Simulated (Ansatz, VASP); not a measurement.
## RuC4 in VASP and in Ansatz

INCAR

```
PREC = Accurate ; ENCUT = 520
EDIFF = 1E-6 ; ISMEAR = 0
SIGMA = 0.1 ; LREAL = F
LASPH = T ; NELM = 60
ALGO = Normal ; ISIF = 2
LWAVE = F ; LCHARG = F
GGA = PE ; NBANDS = 23
```

KPOINTS

```
regular mesh
0
Gamma
  6 6 6
```

File POSCAR:

```
RuC4
1.0
   -2.8820279200      2.8820279200      1.7441171700
    2.8820279200     -2.8820279200      1.7441171700
    2.8820279200      2.8820279200     -1.7441171700
Ru C
1 4
Direct
    0.0000000000      0.0000000000      0.0000000000
    0.7928614200      0.6048670600      0.3977284700
    0.2071385800      0.3951329400      0.6022715300
    0.3951329400      0.7928614200      0.1879943600
    0.6048670600      0.2071385800      0.8120056400
```

Input for Ansatz:

```yaml
crystal:
  lattice:
    - [-2.88202792, 2.88202792, 1.74411717]
    - [2.88202792, -2.88202792, 1.74411717]
    - [2.88202792, 2.88202792, -1.74411717]
  atoms:
    - { symbol: Ru, position: [0.0, 0.0, 0.0] }
    - { symbol: C, position: [0.79286142, 0.60486706, 0.39772847] }
    - { symbol: C, position: [0.20713858, 0.39513294, 0.60227153] }
    - { symbol: C, position: [0.39513294, 0.79286142, 0.18799436] }
    - { symbol: C, position: [0.60486706, 0.20713858, 0.81200564] }
basis:
  ecutwfc: 420
kpoints:
  mp_grid: { grid: [6, 6, 6] }
hamiltonian:
  xc: pbe
scf:
  occupations: { method: gaussian, width: 0.1 }
  lower_state_search: "off"
output:
  forces: true
  stress: true
  eigenvalues: true
```

Change from the starting cell: species swapped into the TiAu4 type (I4/m, No. 87).

Alike in both runs: task single point; functional PBE; k mesh 6 × 6 × 6; occupations gaussian, width 0.1 eV; no spin polarisation.

```csv
,VASP,Ansatz
version,VASP 6.6.1,Ansatz 0.2.0
potentials or method,"VASP PAW PBE potentials, release 64 (Ru_pv, C)","scalar-relativistic, plane waves, PAW"
plane-wave cutoff (eV),520,420
valence electrons in the cell,30,32
```

```tsv
	VASP	Ansatz	Ansatz less VASP
gap on the k mesh at the Fermi level (eV)	none	none	-
rms of the force components (eV/Å)	0.465	0.465	+0.0002
```

Atom by atom the forces differ by 0.001 eV/Å (rms over components). A gap of «none» marks a metal or a gap that the smearing closes. The two sets of potentials don't hold the same shells in valence.
